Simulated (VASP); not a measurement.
**W: stress against strain**

W (bcc, Im-3m, 15.514 Å³/atom and stress up to 0.28 GPa in the relaxed cell, cube axes along x, y and z) under an equal strain ε along x and y, with z held. LDA in VASP (plane waves, PAW), 480 eV, 20×20×20 Γ-centred mesh, Methfessel-Paxton smearing 0.10 eV. Stress is positive for a compressed cell.

Here s stands for strain and y for stress xx.

| strain (%) | stress xx (GPa) |
|---|---|
| -3.00 | ? |
| -1.50 | 12.52 |
| -1.00 | 8.09 |
| -0.50 | 3.81 |
| 0.00 | -0.28 |
| 0.50 | -4.16 |
| 1.00 | -7.86 |
| 1.50 | -11.40 |

Question: Fit y against s with a straight line, and predict the withheld value at s = -3.00.

Answer: Means: s 0, y 0.103. About the means, the sum of products is -55.815 and the sum of squares of s is 7.0000; the slope is their ratio. Least squares gives y = 0.103 - 7.9736·s. Residuals (row less fit): 0.457, 0.013, -0.280, -0.383, -0.276, 0.011, 0.457; standard error 0.379 (degrees of freedom: 5). The slope gives the elastic constants C11 + C12 = about 800 GPa. At the withheld row, y = 0.103 - 7.9736 × (-3.0) = 24.024 GPa. The calculation gives 26.91 GPa, 2.886 GPa above the prediction (7.5 % of the range of y in the table). The row lies outside the fitted rows, so this is an extrapolation. From the scatter of the fitted rows alone, a prediction at this place has a standard error of 0.591 GPa, so the miss is 4.9 times that.

A polynomial of degree 2 through the 12 other runs of the series gives 26.81 there, so most of the miss is curvature that the fit leaves out. In a metal these values are sensitive to mesh and smearing; energies are taken to zero smearing, stresses follow the free energy. Spin-orbit coupling is left out, which can shift these values for the heavy elements here. Rows are the converged runs of the series near zero and its far end; series whose fitted rows scatter by over a few per cent of the range, as at a crossing or softening among them, aren't shown in this form, nor equations of state whose B0' disagrees with the runs' pressures. Most that stay on the fit to the last digits aren't either.
